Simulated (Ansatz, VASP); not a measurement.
# Al6Si: VASP beside Ansatz

Aim: how closely do two programs agree when they are given the same cell, functional and k mesh? The cell is generated by rule, not measured, and may not be a known phase. The cell is taken from a series of runs on this material, whose earlier steps may have relaxed, scaled, displaced or heated it; both programs get it as it stands.

Main program and level: Ansatz 0.2.0; plane waves, with VASP 6.6.1 beside it; zone-centre phonons at PBEsol.

The structure was built from a prototype and need not be the compound's stable phase.

**1. Set-up**

It takes space group R3m (No. 160, trigonal). Conventional cell: a = 6.243 Å, b = 6.243 Å, c = 14.218 Å, α = 90.00°, β = 90.00°, γ = 120.00°. Nearest to Si lie 6 Al at 2.46 to 2.54 Å. Nearest to Al lie 1 Si at 2.46 Å and 5 Al at 2.67 to 2.84 Å. Al has 1 Si at 2.54 Å and 5 Al at 2.64 to 2.84 Å nearest. Farther neighbours are not listed.

**2. Ansatz: zone-centre phonons, PBEsol**

Ansatz runs on its default PAW (the set named soft_2) files.

Second derivatives magnify differences that forces hide, and they need a tight electronic threshold.

Input file input.yaml:

```yaml
crystal:
  lattice:
    - [3.1213253107, 1.8020980083, 4.7392972154]
    - [-3.1213253107, 1.8020980083, 4.7392972154]
    - [0.0, -3.6041960167, 4.7392972154]
  atoms:
    - { symbol: Si, position: [0.7168240768, 0.7168240768, 0.7168240768] }
    - { symbol: Al, position: [0.6258491824, 0.6258491824, 0.1902445996] }
    - { symbol: Al, position: [0.9990866644, 0.422225148, 0.422225148] }
    - { symbol: Al, position: [0.422225148, 0.422225148, 0.9990866644] }
    - { symbol: Al, position: [0.1902445996, 0.6258491824, 0.6258491824] }
    - { symbol: Al, position: [0.422225148, 0.9990866644, 0.422225148] }
    - { symbol: Al, position: [0.6258491824, 0.1902445996, 0.6258491824] }
kpoints:
  mp_grid: { grid: [6, 6, 6] }
hamiltonian:
  xc: pbesol
scf:
  occupations: { method: methfessel_paxton, width: 0.15 }
output:
  eigenvalues: true
phonons:
  method: dfpt
```

Command:

```
> ansatz run input.yaml --threads 8 --pin off --max-ram 14336MiB --backend cpu --events-out ev --progress --plain --runs-dir out
```

Numbers of over 12 decimals in the logs are rounded to 6 here.

Log:

```text
Engine: ansatz 0.2.0, aarch64-unknown-linux-gnu
Pseudopotentials: kind: paw
Pseudopotential: Si, paw, valence charge 4, recommended cutoff 420 eV (normal), Si.paw.azcp
Pseudopotential: Al, paw, valence charge 3, recommended cutoff 420 eV (normal), Al.paw.azcp
Functional definition: PBEsol
  exchange = pbesol_x
  correlation = pbesol_c
Crystal: 7 atoms, lattice volume = 159.949 Å³
Basis set: ecut = 420 eV, 3129 PW (Γ), exchange–correlation on 80×80×80 points (8 copies of the dense FFT grid, shifted against one another)
Bands: 18, of which v1, the nominal top of the filled ones, is band 11 counted from 1 (10 counted from 0)
Symmetry: 6 space group operations
k-points: 112 of 216 (irreducible under 1 space group operation, time reversal used)
Non-local potential: Si, projectors of the file, l = 0: 2, l = 1: 2, l = 2: 2
Non-local potential: Al, projectors of the file, l = 0: 2, l = 1: 2, l = 2: 1
PAW form: soft (Blöchl's): semilocal exchange-correlation on the pseudo side does not see the compensation charge
PAW frozen core: Si, regenerated for the run's functional, and the local potential with it (the file was generated under x = pbe(κ = 0.804, μ = 0.219515), c = pbe(β = 0.066725))
PAW frozen core: Al, regenerated for the run's functional, and the local potential with it (the file was generated under x = pbe(κ = 0.804, μ = 0.219515), c = pbe(β = 0.066725))
PAW one-centre angular grid: Si, 110 points (default); XC on 64 Gauss nodes
PAW one-centre angular grid: Al, 110 points (default); XC on 64 Gauss nodes
Initial density: superposition of atomic densities (neutral atoms: chi_scale 0, normalization atom), corrected by the library's trained network
Initial wavefunctions: pseudopotential atomic-orbital guess
Functional: x = pbesol(κ = 0.804, μ = 0.123457), c = pbesol(β = 0.046)
SCF iter   1: F=—  HF=-3765.907586 eV  |F-HF|=—  |Δ(HF+E_count)|=         —  Δρ=3.06e-3  dr2=5.31e-2  ethr=1.77e-3  ⟨swp⟩=7.1  Hψ=13260  notcnv=0
preconditioner: auto → LDOS  [metal: Δε(μ)=0.012 eV  Ē_g=6.240 eV  σ=0.150 eV  W_gap=0.07  n_scr=14 (ndim 8)  ℏωp=13.8 eV  f_vac=0.017  D(μ)=3.78/eV (n_scr^D=20)  β→1.0]
SCF iter   2: F=—  HF=-3765.898812 eV  |F-HF|=—  |Δ(HF+E_count)|=   8.77e-3  S|Δr|=    0.00e0  Δρ=1.41e-3  dr2=6.88e-3  ethr=2.41e-4  ⟨swp⟩=2.6  Hψ=4040  notcnv=0  defer=3
SCF iter   3: F=—  HF=-3765.897837 eV  |F-HF|=—  |Δ(HF+E_count)|=   9.74e-4  S|Δr|=    0.00e0  Δρ=4.39e-4  dr2=1.03e-3  ethr=3.13e-5  ⟨swp⟩=2.1  Hψ=2895  notcnv=0  defer=3
SCF iter   4: F=—  HF=-3765.897661 eV  |F-HF|=—  |Δ(HF+E_count)|=   1.76e-4  S|Δr|=    0.00e0  Δρ=1.21e-4  dr2=6.24e-5  ethr=4.69e-6  ⟨swp⟩=2.3  Hψ=2946  notcnv=0  defer=3
SCF iter   5: F=—  HF=-3765.897669 eV  |F-HF|=—  |Δ(HF+E_count)|=   7.90e-6  S|Δr|=    0.00e0  Δρ=3.77e-5  dr2=7.06e-6  ethr=2.83e-7  ⟨swp⟩=2.4  Hψ=3057  notcnv=0  defer=3
SCF iter   6: F=—  HF=-3765.897670 eV  |F-HF|=—  |Δ(HF+E_count)|=   1.18e-6  S|Δr|=    0.00e0  Δρ=1.02e-5  dr2=4.09e-7  ethr=3.21e-8  ⟨swp⟩=2.4  Hψ=3093  notcnv=0  defer=3
SCF iter   7: F=—  HF=-3765.897668 eV  |F-HF|=—  |Δ(HF+E_count)|=   1.71e-6  S|Δr|=    0.00e0  Δρ=3.06e-6  dr2=3.71e-8  ethr=1.86e-9  ⟨swp⟩=2.4  Hψ=3205  notcnv=0  defer=3
SCF iter   8: F=—  HF=-3765.897668 eV  |F-HF|=—  |Δ(HF+E_count)|=  7.28e-10  S|Δr|=    0.00e0  Δρ=8.63e-7  dr2=1.39e-9  ethr=1.68e-10  ⟨swp⟩=2.5  Hψ=3136  notcnv=0  defer=3
SCF iter   9: F=—  HF=-3765.897668 eV  |F-HF|=—  |Δ(HF+E_count)|=  6.77e-10  S|Δr|=    0.00e0  Δρ=1.50e-7  dr2=6.26e-11  ethr=6.31e-12  ⟨swp⟩=2.3  Hψ=3103  notcnv=0  defer=3
SCF iter  10: F=-3765.897668 eV  HF=-3765.897668 eV  |F-HF|=1.82e-12  |Δ(HF+E_count)|=  9.09e-12  S|Δr|=    0.00e0  Δρ=3.89e-8  dr2=4.00e-12  ethr=1.00e-12  ⟨swp⟩=11.8  Hψ=11229  notcnv=0
SCF 1 converged in 10 iterations: F = -3765.897668 eV  dr2 = 4.00e-12
  greatest PAW one-centre occupation: 0.652 electrons in one spin orbital (limit 2), on the Si atom at site 0 (counted from 0), in its partial waves of l = 0
DFPT response loops at Γ: preconditioner auto → Kerker (q_TF=auto, 1.960 Å⁻¹) (partly filled bands, converged f_vac=0.010); β = 1.00, the filter's whole step (`scf.mixing.beta` (0.50) is not read by the response loops under this deck's `scf.mixing.preconditioner`; to damp them name `kerker` or `kerker_dos`, under which they read `scf.mixing.beta`, and type it under 1.00, their step now; both keys bind the ground state too); Broyden in place of MSR1
SCF converged after 10 iterations
Stability not checked: this state was not tested for a lower state beside it, because cold or Methfessel-Paxton smearing, or corrected tetrahedra, fill the levels in a way that the test cannot read (fill_not_monotonic; see scf.lower_state_search)
Free energy (F): -3765.897668 eV
Harris-Foulkes:  -3765.897668 eV  (|F-HF|=1.82e-12)
Internal energy: -3765.895796 eV  (E = F + TS)
E sigma→0 (E₀):  -3765.897200 eV
Entropy (-TS):   -0.001872 eV (-0.267 meV/atom)
Fermi energy:    4.734594 eV
Step filling:    the computed levels leave a gap of 0.0000 eV = 0.0 smearing widths at the electron count; against every level under it full and every level over it empty, smearing changes F+E_penalty+E_count by -3.402 meV and its σ→0 estimate by -2.934 meV
--- Per-component energies (eV) ---
  E_band       = 8.476012
  E_kinetic    = 169.396272
  E_local      = -110.640937  (includes V_loc(G=0)·N_el)
  E_nonlocal   = 90.902404
  E_hartree    = 48.876195
  E_xc         = -285.428830
  E_vxc        = -214.328532  (∫ρ·V_xc dr)
  E_paw        = -3227.696138  (= ΣΔE_a)
  E_vpaw       = -24.605584  (= ΣTr[D̂ρ^β])
  E_aug_tail   = -0.000008  (compensation charges beyond the density's cutoff)
  E_ewald      = -451.451150
  E_core_change = 0.146395  (= ΣΔE_core)
  E_smearing   = -0.001872  (= −TS)
  E_closure    = -0.000000  (closes the sum)
  Σ components = -3765.897668   (vs F -3765.897668, Δ=0.00e0)
--- Band table (eV; the first three rows and the last of 112) ---
  k-point 0: bands = [... 7 lower, 0.6942, 1.8439, 2.9648, 2.9648, 4.0427, 4.0427, 5.9782, 6.7542, ... 3 higher]
  k-point 1: bands = [... 7 lower, 1.5458, 2.2892, 2.8692, 3.1211, 4.0033, 4.7343, 6.2612, 7.2130, ... 3 higher]
  k-point 2: bands = [... 7 lower, 2.0600, 2.7321, 3.2887, 4.1717, 4.3662, 5.5413, 6.3571, 6.5595, ... 3 higher]
  k-point 111: bands = [... 7 lower, 1.9980, 3.3525, 3.3525, 4.9466, 5.1567, 5.1567, 6.0390, 6.9575, ... 3 higher]
--- Phonons (Γ-DFPT): 7 representative perturbations + reference, on 112 of 216 k-points (Σ response iterations 21) ---
  k mesh reduced under 1 symmetry operation, with k and −k counted as one. Each operation leaves every solved perturbation unchanged. A smaller set is not used because it would not reduce the number of displacements times k-points to solve
  ASR residual: 2.731e-5 → 0.000e0 eV/Å²; symmetrization residual: 1.676e-6 eV/Å²
  ASR residual per site (eV/Å²): 3.55e-6 2.12e-5 1.97e-5 2.73e-5 1.72e-5 1.97e-5 1.72e-5
  Γ frequencies (cm⁻¹): -80.49 0.00 0.00 0.00 86.56 86.56 125.31 125.31 183.06 183.95 219.93 219.93 232.58 232.58 281.17 281.17 296.86 352.87 394.73 394.73 415.86
  non-analytic LO–TO correction: not included (Born effective charges unavailable; polar crystals: no LO–TO splitting at Γ)
```

The column dr2 measures how far the density is from self-consistency, as an energy; F and HF (Harris–Foulkes) agree once it is small.

(Part 1 of 3 ends here.)

[Lines on the potential files, build, host, timing and source positions are cut from VASP's logs without a mark.]

[Logs are printed without paths, hosts, clocks, repeated set-up lines and the standing remarks that a program may print on its own settings, such as how far it seeks lower states.]

[Hosts, paths, dates, database ids (printed as entryN), source tags and the programs' standing remarks are cut or masked in the printed files.]
